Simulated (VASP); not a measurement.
Given:

```
CELL_PARAMETERS angstrom
      0.00000     2.79430     2.79430
      2.79430     0.00000     2.79430
      2.79430     2.79430     0.00000
ATOMIC_POSITIONS crystal
  Ag 0.00000 0.00000 0.00000
  Br 0.50000 0.50000 0.50000
```

Level of theory: LDA (Ceperley-Alder, Perdew-Zunger), VASP's LDA PAW potentials (set 64) (plane waves; VASP 6.6.1). Settings: 500 eV cut-off, 8×8×8 Γ-centred mesh, Gaussian smearing of 0.050 eV, potentials Ag Br.

Question: Estimate the energy per atom (σ→0), band gap (on the k-mesh) with the smallest direct gap where there is one.

Answer: 
* **band gap (on the k-mesh)**: 0.42 eV
* **smallest direct gap (on the k-mesh)**: 2.65 eV
* **energy per atom (σ→0)**: -309.3 kJ/mol of atoms

Only differences to runs with the same potentials and settings are physical.

The compound is AgBr in the rock salt structure. It was relaxed first, which changed the volume by -9 %.
